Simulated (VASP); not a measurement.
An input for Ansatz (written as the equivalent of a VASP run, and not itself run):

Ansatz 0.2 input:
```yaml
crystal:
  lattice:
    - [-4.7431370, 4.7431370, 4.7431370]
    - [4.7431370, -4.7431370, 4.7431370]
    - [4.7431370, 4.7431370, -4.7431370]
  atoms:
    - { symbol: N, position: [0.5000000, 0.5000000, 0.5000000] }
    - { symbol: N, position: [0.5000000, 0.0000000, 0.0000000] }
    - { symbol: N, position: [0.0000000, 0.0000000, 0.5000000] }
    - { symbol: N, position: [0.0000000, 0.5000000, 0.0000000] }
    - { symbol: N, position: [0.2500000, 0.7165000, 0.4665000] }
    - { symbol: N, position: [0.7500000, 0.7835000, 0.0335000] }
    - { symbol: N, position: [0.4665000, 0.2500000, 0.7165000] }
    - { symbol: N, position: [0.0335000, 0.7500000, 0.7835000] }
    - { symbol: N, position: [0.7165000, 0.4665000, 0.2500000] }
    - { symbol: N, position: [0.7835000, 0.0335000, 0.7500000] }
    - { symbol: N, position: [0.7500000, 0.2835000, 0.5335000] }
    - { symbol: N, position: [0.2500000, 0.2165000, 0.9665000] }
    - { symbol: N, position: [0.5335000, 0.7500000, 0.2835000] }
    - { symbol: N, position: [0.9665000, 0.2500000, 0.2165000] }
    - { symbol: N, position: [0.2835000, 0.5335000, 0.7500000] }
    - { symbol: N, position: [0.2165000, 0.9665000, 0.2500000] }
    - { symbol: Zn, position: [0.5361000, 0.7737000, 0.5434000] }
    - { symbol: Zn, position: [0.7303000, 0.9927000, 0.9566000] }
    - { symbol: Zn, position: [0.7697000, 0.7263000, 0.2624000] }
    - { symbol: Zn, position: [0.9639000, 0.5073000, 0.2376000] }
    - { symbol: Zn, position: [0.5434000, 0.5361000, 0.7737000] }
    - { symbol: Zn, position: [0.9566000, 0.7303000, 0.9927000] }
    - { symbol: Zn, position: [0.2624000, 0.7697000, 0.7263000] }
    - { symbol: Zn, position: [0.2376000, 0.9639000, 0.5073000] }
    - { symbol: Zn, position: [0.7737000, 0.5434000, 0.5361000] }
    - { symbol: Zn, position: [0.9927000, 0.9566000, 0.7303000] }
    - { symbol: Zn, position: [0.7263000, 0.2624000, 0.7697000] }
    - { symbol: Zn, position: [0.5073000, 0.2376000, 0.9639000] }
    - { symbol: Zn, position: [0.4639000, 0.2263000, 0.4566000] }
    - { symbol: Zn, position: [0.2697000, 0.0073000, 0.0434000] }
    - { symbol: Zn, position: [0.2303000, 0.2737000, 0.7376000] }
    - { symbol: Zn, position: [0.0361000, 0.4927000, 0.7624000] }
    - { symbol: Zn, position: [0.4566000, 0.4639000, 0.2263000] }
    - { symbol: Zn, position: [0.0434000, 0.2697000, 0.0073000] }
    - { symbol: Zn, position: [0.7376000, 0.2303000, 0.2737000] }
    - { symbol: Zn, position: [0.7624000, 0.0361000, 0.4927000] }
    - { symbol: Zn, position: [0.2263000, 0.4566000, 0.4639000] }
    - { symbol: Zn, position: [0.0073000, 0.0434000, 0.2697000] }
    - { symbol: Zn, position: [0.2737000, 0.7376000, 0.2303000] }
    - { symbol: Zn, position: [0.4927000, 0.7624000, 0.0361000] }
kpoints:
  mp_grid: { grid: [3, 3, 3] }
hamiltonian:
  xc: revpbe
  pseudopotentials: { kind: paw }
scf:
  occupations: { method: methfessel_paxton, width: 0.136 }
  max_iter: 100
output: { forces: true, stress: true, eigenvalues: true }
```

Question: Write the VASP files for the same calculation (revPBE).

Answer: Several could match; the one computed here: 
File KPOINTS:
```
Automatic
0
Gamma
 3 3 3
0 0 0
```

INCAR:
```
LMAXMIX = 4   # l cut-off of mixed one-centre charges
ENCUT = 400   # plane-wave cut-off (eV)
SIGMA = 0.136   # width (eV)
LCHARG = .FALSE.
LWAVE = .FALSE.
ISMEAR = 1
LREAL = Auto   # projection in real space or not
EDIFF = 1E-6
PREC = Accurate
LASPH = .TRUE.
ALGO = Normal   # blocked Davidson
SYSTEM = Zn3N2
GGA = RE   # revPBE
NELM = 100
ISIF = 2
```

**POSCAR**
```
Zn3N2
1
   -4.7431370000     4.7431370000     4.7431370000
    4.7431370000    -4.7431370000     4.7431370000
    4.7431370000     4.7431370000    -4.7431370000
N Zn
16 24
Direct
  0.5000000000   0.5000000000   0.5000000000
  0.5000000000   0.0000000000   0.0000000000
  0.0000000000   0.0000000000   0.5000000000
  0.0000000000   0.5000000000   0.0000000000
  0.2500000000   0.7165000000   0.4665000000
  0.7500000000   0.7835000000   0.0335000000
  0.4665000000   0.2500000000   0.7165000000
  0.0335000000   0.7500000000   0.7835000000
  0.7165000000   0.4665000000   0.2500000000
  0.7835000000   0.0335000000   0.7500000000
  0.7500000000   0.2835000000   0.5335000000
  0.2500000000   0.2165000000   0.9665000000
  0.5335000000   0.7500000000   0.2835000000
  0.9665000000   0.2500000000   0.2165000000
  0.2835000000   0.5335000000   0.7500000000
  0.2165000000   0.9665000000   0.2500000000
  0.5361000000   0.7737000000   0.5434000000
  0.7303000000   0.9927000000   0.9566000000
  0.7697000000   0.7263000000   0.2624000000
  0.9639000000   0.5073000000   0.2376000000
  0.5434000000   0.5361000000   0.7737000000
  0.9566000000   0.7303000000   0.9927000000
  0.2624000000   0.7697000000   0.7263000000
  0.2376000000   0.9639000000   0.5073000000
  0.7737000000   0.5434000000   0.5361000000
  0.9927000000   0.9566000000   0.7303000000
  0.7263000000   0.2624000000   0.7697000000
  0.5073000000   0.2376000000   0.9639000000
  0.4639000000   0.2263000000   0.4566000000
  0.2697000000   0.0073000000   0.0434000000
  0.2303000000   0.2737000000   0.7376000000
  0.0361000000   0.4927000000   0.7624000000
  0.4566000000   0.4639000000   0.2263000000
  0.0434000000   0.2697000000   0.0073000000
  0.7376000000   0.2303000000   0.2737000000
  0.7624000000   0.0361000000   0.4927000000
  0.2263000000   0.4566000000   0.4639000000
  0.0073000000   0.0434000000   0.2697000000
  0.2737000000   0.7376000000   0.2303000000
  0.4927000000   0.7624000000   0.0361000000
```

POTCAR, in this order: N Zn (PBE.64 set). Program: vasp_std.

Limits of the translation: each code has its own PAW files, so the cut-off isn't converted (ENCUT is set for VASP's; basis.ecutwfc is left out, and Ansatz then takes the one that its files recommend); Ansatz stops its SCF on the density residual and VASP on the energy change (EDIFF).

The structure was generated: Zn3N2 was put into an ordered model structure, a phase also known from measurement. The cell was not relaxed at this level. The k-mesh is coarse (spacing up to 0.31 per Å, 2π included), so the numbers may not be converged in it.
